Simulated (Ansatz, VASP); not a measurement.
# Cross-check of AlPt3C between VASP and Ansatz, part 2 of 2

Aim: how closely do two programs agree when they are given the same cell, functional and k mesh? The cell is taken from a series of runs on this material, whose earlier steps may have relaxed, scaled, displaced or heated it; both programs get it as it stands.

VASP 6.6.1 and Ansatz 0.2.0.

So far. Step 2 (VASP: single point, PBEsol, pair 1): The run ends at a pressure of 0.12 GPa, with forces up to 1.2 eV/Å. Step 3 (Ansatz: single point, PBEsol, pair 1): The run ends at a pressure of -0.06 GPa, with forces up to 1.1 eV/Å.

## Step 5: VASP: single point, PBEsol, pair 2

Level of this step: PBEsol; plane waves and PAW (Al, Pt, C) (VASP).

A single point gives forces, pressure and levels at one fixed geometry, so differences don't come from the geometry; what else differs is listed under the comparison.

Input file INCAR:

```
SYSTEM = AlPt3C
PREC = Accurate
ENCUT = 600
EDIFF = 1E-06
NELM = 120
ISMEAR = 1
SIGMA = 0.2
LREAL = .FALSE.
ALGO = Normal
GGA = PS
NBANDS = 47
LASPH = .TRUE.
LORBIT = 11
LWAVE = .FALSE.
LCHARG = .FALSE.
ISIF = 2
GGA_COMPAT = .FALSE.
KPAR = 2
```

Input file POSCAR:

```
AlPt3C
1.0
   -4.1327502067      0.0000000000      0.0000000000
    0.0000000000     -4.1327502067     -4.1327502067
    0.0000000000     -4.1327502067      4.1327502067
Al Pt C
2 6 2
Direct
    0.0000000000      0.0000000000      0.0000000000
    0.0000000000      0.5000000000      0.5000000000
    0.0000000000      0.0000000000      0.5000000000
    0.0000000000      0.5000000000      0.0000000000
    0.4647974327      0.2500000000      0.7500000000
    0.5352025673      0.7500000000      0.2500000000
    0.5774302786      0.2500000000      0.2500000000
    0.4225697214      0.7500000000      0.7500000000
    0.5000000000      0.0000000000      0.5000000000
    0.5000000000      0.5000000000      0.0000000000
```

Input file KPOINTS:

```
Automatic mesh
0
Gamma
10 6 6
0 0 0
```

PAW data sets: Al, Pt and C (PBE family, release 64).

Started as:

```console
mpirun -np 2 vasp_std
```

Numbers of over 12 decimals in the logs are rounded to 6 here.

Output:

```text
[banner, memory and clock lines left out]
running    2 mpi-ranks, on    1 nodes
[...]
[... a notice as in an earlier step ...]

 LDA part: xc-table for (Slater+PW92), standard interpolation
 POSCAR, INCAR and KPOINTS ok, starting setup
[...]
entering main loop
       N       E                     dE             d eps       ncg     rms          rms(c)
DAV:   1     0.462248164289E+03    0.46225E+03   -0.39146E+04 11280   0.165E+03
DAV:   2    -0.437505840636E+02   -0.50600E+03   -0.48059E+03 12224   0.330E+02
DAV:   3    -0.725110158909E+02   -0.28760E+02   -0.27795E+02 14089   0.696E+01
DAV:   4    -0.731751904473E+02   -0.66417E+00   -0.66189E+00 13050   0.113E+01
[...]
DAV:  12    -0.681358101428E+02    0.92742E-05   -0.29042E-04 12677   0.801E-02    0.252E-02
DAV:  13    -0.681358069997E+02    0.31431E-05   -0.18331E-05 12888   0.293E-02    0.130E-02
DAV:  14    -0.681358062952E+02    0.70449E-06   -0.58455E-06 12435   0.135E-02
   1 F= -.68135806E+02 E0= -.68134489E+02  d E =-.395090E-02
```

From OUTCAR (step 5):

```text
  Total        2.5757815     -0.4105426     -0.8331738      0.0000000      0.6328679      0.0000000
  in kB       29.2329158     -4.6593077     -9.4558102      0.0000000      7.1825093      0.0000000
  external PRESSURE =       5.0392660 kB  Pullay stress =       0.0000000 kB

 POSITION                                       TOTAL-FORCE (eV/Angst)
 -----------------------------------------------------------------------------------
      0.00000      0.00000      0.00000         0.000000     -0.000000     -0.000000
      0.00000     -4.13275      0.00000         0.000000     -0.000000     -0.000000
      0.00000     -2.06638      2.06638         0.000000     -0.000000     -0.000000
      0.00000     -2.06638     -2.06638         0.000000     -0.000000     -0.000000
     -1.92089     -4.13275      2.06638         1.145962     -0.000000     -0.000000
     -2.21186     -4.13275     -2.06638        -1.145962      0.000000     -0.000000
     -2.38638     -2.06638      0.00000        -0.761085      0.000000      0.000000
     -1.74638     -6.19913      0.00000         0.761085     -0.000000      0.000000
     -2.06638     -2.06638      2.06638         0.000000     -0.000000     -0.000000
     -2.06638     -2.06638     -2.06638         0.000000     -0.000000     -0.000000
 -----------------------------------------------------------------------------------
    total drift:                               -0.000000     -0.000000      0.000000

  FREE ENERGIE OF THE ION-ELECTRON SYSTEM (eV)
  ---------------------------------------------------
  free  energy   TOTEN  =       -68.1358062952 eV

  energy  without entropy=      -68.1318553959  energy(sigma->0) =      -68.13448933

[... 2 parts as in an earlier step ...]

[... 1 further part left out ...]
[key lines of the parts left out:]
E-fermi :  10.2663
```

The run ends at a pressure of 0.50 GPa, with forces up to 1.1 eV/Å.

## Step 6: Ansatz: single point, PBEsol, pair 2

The same cell, functional, mesh and smearing now go to Ansatz, which takes its cutoff from its data sets.

The cell is taken from a series of runs on this material, whose earlier steps may have relaxed, scaled, displaced or heated it; both programs get it as it stands.

Input file input.yaml:

```yaml
crystal:
  lattice:
    - [-4.1327502067, 0.0, 0.0]
    - [0.0, -4.1327502067, -4.1327502067]
    - [0.0, -4.1327502067, 4.1327502067]
  atoms:
    - { symbol: Al, position: [1.0, 1.0, 0.0] }
    - { symbol: Al, position: [1.0, 0.5, 0.5] }
    - { symbol: Pt, position: [0.0, 0.0, 0.5] }
    - { symbol: Pt, position: [0.0, 0.5, 0.0] }
    - { symbol: Pt, position: [0.4647974327, 0.25, 0.75] }
    - { symbol: Pt, position: [0.5352025673, 0.75, 0.25] }
    - { symbol: Pt, position: [0.5774302786, 0.25, 0.25] }
    - { symbol: Pt, position: [0.4225697214, 0.75, 0.75] }
    - { symbol: C, position: [0.5, 0.0, 0.5] }
    - { symbol: C, position: [0.5, 0.5, 0.0] }
kpoints:
  mp_grid: { grid: [10, 6, 6] }
hamiltonian:
  xc: pbesol
  pseudopotentials: { kind: paw, azcp: { folder: soft_1 }, xc_functional: pbe }
scf:
  occupations: { method: methfessel_paxton, width: 0.2 }
output:
  forces: true
  stress: true
  eigenvalues: true
```

Started as:

```console
ansatz run input.yaml --threads 4 --pin off --max-ram 10240MiB --backend cpu --events-out ev --progress --plain --runs-dir out
```

Output:

```text
[...]
Crystal: 10 atoms, lattice volume = 141.172 Å³
Basis set: ecut = 420 eV, 2729 PW (Γ), exchange–correlation on 60×80×80 points (8 copies of the dense FFT grid, shifted against one another)
Bands: 74, of which v1, the nominal top of the filled ones, is band 61 counted from 1 (60 counted from 0)
Symmetry: 4 space group operations
[...]
k-points: 120 of 360
[...]
k-point 0: bands = [... 57 lower, 17.0948, 17.2621, 17.4014, 17.5030, 17.7846, 18.4051, 19.8211, 19.9573, ... 9 higher]
  k-point 1: bands = [... 57 lower, 17.0738, 17.3384, 17.4202, 17.7948, 17.8343, 18.3305, 19.6880, 20.0666, ... 9 higher]
  k-point 2: bands = [... 57 lower, 16.9875, 17.4991, 17.6940, 17.8167, 18.1600, 18.4859, 19.2348, 20.3548, ... 9 higher]
  k-point 119: bands = [... 57 lower, 16.6849, 17.3492, 17.6399, 17.6501, 17.8221, 19.4887, 20.0832, 20.3888, ... 9 higher]
[key lines of the parts left out:]
SCF converged after 8 iterations
Free energy (F): -75853.648057 eV
Fermi energy:    18.308306 eV
P = ⅓ Tr σ = 0.3404 GPa (3.404 kbar)
```

The run ends at a pressure of 0.34 GPa, with forces up to 1.1 eV/Å.

## Step 7: Differences

What differs besides the data sets and the points named for the pairs above, as far as they apply: the data sets hold 122 valence electrons in Ansatz (on its PAW soft_1 files) and 74 in VASP. Total energies have different zeros and are not compared.

The two programs side by side:

```
      quantity  Ansatz  VASP  difference
pressure (GPa)    0.34  0.50       -0.16
```

Forces (eV/Å; atoms numbered as in POSCAR):

```
atom        Ansatz x, y, z          VASP x, y, z
 Al1   0.000, 0.000, 0.000   0.000, 0.000, 0.000
 Al2   0.000, 0.000, 0.000   0.000, 0.000, 0.000
 Pt3   0.000, 0.000, 0.000   0.000, 0.000, 0.000
 Pt4   0.000, 0.000, 0.000   0.000, 0.000, 0.000
 Pt5   1.142, 0.000, 0.000   1.146, 0.000, 0.000
 Pt6  -1.142, 0.000, 0.000  -1.146, 0.000, 0.000
 Pt7  -0.751, 0.000, 0.000  -0.761, 0.000, 0.000
 Pt8   0.751, 0.000, 0.000   0.761, 0.000, 0.000
  C9   0.000, 0.000, 0.000   0.000, 0.000, 0.000
 C10   0.000, 0.000, 0.000   0.000, 0.000, 0.000
```

The forces differ by 2.7 meV/Å r.m.s., which is 0.7 % of the r.m.s. force of 0.355 eV/Å (both taken over all components).

## Step 8: VASP: single point, PBEsol, pair 3

With cell and atoms fixed, the geometry can't cause a difference; cores, projectors, grids and the points listed under the comparison can.

INCAR is that of step 5.

Changes to POSCAR since step 5:

```diff
@@ -12,6 +12,6 @@
     0.0000000000      0.5000000000      0.0000000000
-    0.4647974327      0.2500000000      0.7500000000
-    0.5352025673      0.7500000000      0.2500000000
-    0.5774302786      0.2500000000      0.2500000000
-    0.4225697214      0.7500000000      0.7500000000
+    0.4504963897      0.2500000000      0.7500000000
+    0.5495036103      0.7500000000      0.2500000000
+    0.6088863293      0.2500000000      0.2500000000
+    0.3911136707      0.7500000000      0.7500000000
     0.5000000000      0.0000000000      0.5000000000
```

KPOINTS is that of step 5.

Started as:

```console
mpirun -np 2 vasp_std
```

Output:

```text
[... set-up lines as in an earlier step ...]
 entering main loop
       N       E                     dE             d eps       ncg     rms          rms(c)
DAV:   1     0.462550748904E+03    0.46255E+03   -0.39167E+04 11280   0.165E+03
DAV:   2    -0.441047277723E+02   -0.50666E+03   -0.48078E+03 12216   0.330E+02
DAV:   3    -0.728098809678E+02   -0.28705E+02   -0.27810E+02 14045   0.696E+01
DAV:   4    -0.734509829305E+02   -0.64110E+00   -0.63912E+00 12903   0.112E+01
[...]
DAV:  12    -0.683400235124E+02    0.86564E-05   -0.31940E-04 12862   0.817E-02    0.254E-02
DAV:  13    -0.683400180414E+02    0.54709E-05   -0.29641E-05 12882   0.229E-02    0.866E-03
DAV:  14    -0.683400186709E+02   -0.62943E-06   -0.20138E-06  8442   0.872E-03
   1 F= -.68340019E+02 E0= -.68338825E+02  d E =-.358175E-02
```

From OUTCAR (step 8):

```text
  Total        5.0583481     -1.3345235      1.4345439      0.0000000      1.1741319      0.0000000
  in kB       57.4079220    -15.1457002     16.2808459      0.0000000     13.3253928      0.0000000
  external PRESSURE =      19.5143559 kB  Pullay stress =       0.0000000 kB

 POSITION                                       TOTAL-FORCE (eV/Angst)
 -----------------------------------------------------------------------------------
      0.00000      0.00000      0.00000         0.000000      0.000000      0.000000
      0.00000     -4.13275      0.00000         0.000000      0.000000      0.000000
      0.00000     -2.06638      2.06638         0.000000      0.000000      0.000000
      0.00000     -2.06638     -2.06638         0.000000      0.000000      0.000000
     -1.86179     -4.13275      2.06638         1.108698     -0.000000      0.000000
     -2.27096     -4.13275     -2.06638        -1.108698     -0.000000      0.000000
     -2.51638     -2.06638      0.00000         0.333393      0.000000      0.000000
     -1.61638     -6.19913      0.00000        -0.333393     -0.000000     -0.000000
     -2.06638     -2.06638      2.06638         0.000000      0.000000      0.000000
     -2.06638     -2.06638     -2.06638         0.000000      0.000000      0.000000
 -----------------------------------------------------------------------------------
    total drift:                               -0.000000     -0.000000      0.000000

  FREE ENERGIE OF THE ION-ELECTRON SYSTEM (eV)
  ---------------------------------------------------
  free  energy   TOTEN  =       -68.3400186709 eV

  energy  without entropy=      -68.3364369188  energy(sigma->0) =      -68.33882475

[... 2 parts as in an earlier step ...]

[... 1 further part left out ...]
[key lines of the parts left out:]
E-fermi :  10.1975
```

The run ends at a pressure of 1.95 GPa, with forces up to 1.1 eV/Å.

## Step 9: Ansatz: single point, PBEsol, pair 3

The same cell, functional, mesh and smearing now go to Ansatz, which takes its cutoff from its data sets.

The cell is taken from a series of runs on this material, whose earlier steps may have relaxed, scaled, displaced or heated it; both programs get it as it stands.

input.yaml, the sections that differ from step 6:

```yaml
crystal:
  lattice:
    - [-4.1327502067, 0.0, 0.0]
    - [0.0, -4.1327502067, -4.1327502067]
    - [0.0, -4.1327502067, 4.1327502067]
  atoms:
    - { symbol: Al, position: [1.0, 1.0, 0.0] }
    - { symbol: Al, position: [1.0, 0.5, 0.5] }
    - { symbol: Pt, position: [0.0, 0.0, 0.5] }
    - { symbol: Pt, position: [0.0, 0.5, 0.0] }
    - { symbol: Pt, position: [0.4504963897, 0.25, 0.75] }
    - { symbol: Pt, position: [0.5495036103, 0.75, 0.25] }
    - { symbol: Pt, position: [0.6088863293, 0.25, 0.25] }
    - { symbol: Pt, position: [0.3911136707, 0.75, 0.75] }
    - { symbol: C, position: [0.5, 0.0, 0.5] }
    - { symbol: C, position: [0.5, 0.5, 0.0] }
# kpoints, hamiltonian, scf, output: as in step 6
```

Started as:

```console
ansatz run input.yaml --threads 4 --pin off --max-ram 10240MiB --backend cpu --events-out ev --progress --plain --runs-dir out
```

Output:

```text
[...]
Crystal: 10 atoms, lattice volume = 141.172 Å³
Basis set: ecut = 420 eV, 2729 PW (Γ), exchange–correlation on 60×80×80 points (8 copies of the dense FFT grid, shifted against one another)
Bands: 74, of which v1, the nominal top of the filled ones, is band 61 counted from 1 (60 counted from 0)
Symmetry: 4 space group operations
[...]
k-points: 120 of 360
[...]
k-point 0: bands = [... 57 lower, 16.9099, 17.1696, 17.2676, 17.4284, 17.7092, 18.0432, 20.0953, 20.3230, ... 9 higher]
  k-point 1: bands = [... 57 lower, 16.8984, 17.3206, 17.3386, 17.6403, 17.7189, 17.9985, 19.8294, 20.3222, ... 9 higher]
  k-point 2: bands = [... 57 lower, 16.9261, 17.3103, 17.6006, 17.7302, 17.8598, 18.4074, 19.3630, 20.4751, ... 9 higher]
  k-point 119: bands = [... 57 lower, 16.6838, 17.1881, 17.4158, 17.4694, 17.7590, 19.6381, 19.8618, 20.3696, ... 9 higher]
[key lines of the parts left out:]
SCF converged after 8 iterations
Free energy (F): -75853.848460 eV
Fermi energy:    18.236699 eV
P = ⅓ Tr σ = 1.8118 GPa (18.118 kbar)
```

The run ends at a pressure of 1.81 GPa, with forces up to 1.1 eV/Å.

## Step 10: Comparison

What differs besides the data sets and the points named for the pairs above, as far as they apply: the data sets hold 122 valence electrons in Ansatz (on its PAW soft_1 files) and 74 in VASP. Total energies have different zeros and are not compared.

The two programs side by side:

```
      quantity  Ansatz  VASP  difference
pressure (GPa)    1.81  1.95       -0.14
```

Forces (eV/Å; atoms numbered as in POSCAR):

```
atom        Ansatz x, y, z          VASP x, y, z
 Al1   0.000, 0.000, 0.000   0.000, 0.000, 0.000
 Al2   0.000, 0.000, 0.000   0.000, 0.000, 0.000
 Pt3   0.000, 0.000, 0.000   0.000, 0.000, 0.000
 Pt4   0.000, 0.000, 0.000   0.000, 0.000, 0.000
 Pt5   1.103, 0.000, 0.000   1.109, 0.000, 0.000
 Pt6  -1.103, 0.000, 0.000  -1.109, 0.000, 0.000
 Pt7   0.347, 0.000, 0.000   0.333, 0.000, 0.000
 Pt8  -0.347, 0.000, 0.000  -0.333, 0.000, 0.000
  C9   0.000, 0.000, 0.000   0.000, 0.000, 0.000
 C10   0.000, 0.000, 0.000   0.000, 0.000, 0.000
```

The forces differ by 3.8 meV/Å r.m.s., which is 1.3 % of the r.m.s. force of 0.299 eV/Å (both taken over all components).

## Step 11: What came out

```yaml
r_m_s_force_difference_single_point_pbesol_pair_1: 0.42 % of the r.m.s. force
r_m_s_force_difference_single_point_pbesol_pair_2: 0.75 % of the r.m.s. force
r_m_s_force_difference_single_point_pbesol_pair_3: 1.3 % of the r.m.s. force
```

**Reading.** The r.m.s. force difference is 1.3 % of the r.m.s. force (single point, PBEsol, pair 3), within the 3 % picked in this series as the mark of a large difference. The data sets hold unlike numbers of valence electrons (122 in Ansatz and 74 in VASP), so part of the differences comes from the potentials. 1 further run of this series is not shown here. Such differences can come from data sets, numerical settings and the points named under the comparisons, not from the functional's error against experiment.

[Lines on the potential files, build, host, timing and source positions are cut from VASP's logs without a mark.]

[Logs are printed without paths, hosts, clocks, repeated set-up lines and the standing remarks that a program may print on its own settings, such as how far it seeks lower states.]

[Hosts, paths, dates, database ids (printed as entryN), source tags and the programs' standing remarks are cut or masked in the printed files.]
